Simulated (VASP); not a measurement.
Wanted: the native input for a VASP 6.6.1 run.

- Task: single point
- Functional: LDA
- Potentials or basis: VASP PAW LDA potentials, release 64 (Se, H, Rb_sv)
- Cutoff: 520 eV
- k mesh: 4 × 4 × 4
- Occupations: gaussian, width 0.05 eV
- Spin: no spin polarisation
- Dipole correction: no
- Further INCAR settings: ALGO = Normal; EDIFF = 1e-06; NBANDS = 25

The structure of Rb3HSe lies in POSCAR:

```
Rb3HSe
1.0
    5.6934976242      0.0000000000      0.0000000000
    0.0000000000      5.6934976242      0.0000000000
    0.0000000000      0.0000000000      5.6934976242
Se H Rb
1 1 3
Direct
    0.0000000000      0.0000000000      0.0000000000
    0.5000000000      0.5000000000      0.5000000000
    0.5000000000      0.5000000000      0.0000000000
    0.5000000000      0.0000000000      0.5000000000
    0.0000000000      0.5000000000      0.5000000000
```

The cell comes from a database or a generator and needn't be the stable form of this composition.

The input as run:

INCAR

```
PREC = Accurate
ENCUT = 520
EDIFF = 1E-6
ISMEAR = 0
SIGMA = 0.05
LREAL = F
LASPH = T
NELM = 100
ALGO = Normal
ISIF = 2
LWAVE = F
LCHARG = F
GGA = CA
NBANDS = 25
```

KPOINTS

```
regular mesh
0
Gamma
  4 4 4
```

Potentials or basis: VASP PAW LDA potentials, release 64 (Se, H, Rb_sv).

Launch:

```console
$ cat potpaw_LDA.64/Se/POTCAR potpaw_LDA.64/H/POTCAR potpaw_LDA.64/Rb_sv/POTCAR > POTCAR
$ mpirun -np 1 vasp_std > vasp.out
```

It gave:

```yaml
Pressure: -2.8 GPa
Band_gap_on_the_k_mesh: 1.86 eV, direct
```

Run time: 18 s on 1 thread of Intel(R) Xeon(R) 6975P-C (Granite Rapids), on a shared host, peak memory 0.22 GiB.
